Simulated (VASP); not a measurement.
Input:

```
O2Si
1.0
   -4.95995     4.27778     2.56276
    4.95995    -4.27778     2.56276
    4.95995     4.27778    -2.56276
Si O
4 8
Cartesian
  0.92328   2.99840   2.56487
  4.03667   1.27938   0.00211
  4.03667   2.99840   2.56487
  0.92328   1.27938   0.00211
  0.60056   1.81861   3.63293
  4.35939   2.45918   1.07016
 -0.60056   6.09639   1.07016
  0.60056   2.45918   1.07016
  4.95995   4.27778  -2.24265
  4.95995   0.00000   0.32011
  2.47998   0.83223   0.12598
  2.47998   3.44555   2.68874
```

Method: PBEsol GGA, VASP's PBE PAW potentials (set 64) (plane waves; VASP 6.6.1). Settings: 520 eV cut-off, 6×6×6 Γ-centred mesh, tetrahedra with Blöchl corrections, potentials Si O.

Question: What does the run give for the energy per atom (σ→0), band gap (on the k-mesh) with the smallest direct gap where there is one?

Answer: 
| Item | Value |
|---|---|
| band gap (on the k-mesh) | 5.71 eV |
| smallest direct gap (on the k-mesh) | 5.96 eV |
| energy per atom (σ→0) | -8.220 eV/atom |

Only differences to runs with the same potentials and settings are physical.

The structure comes from a computed database's SiO2 entry (Ima2); how it stands against other phases isn't given here. It was relaxed first.
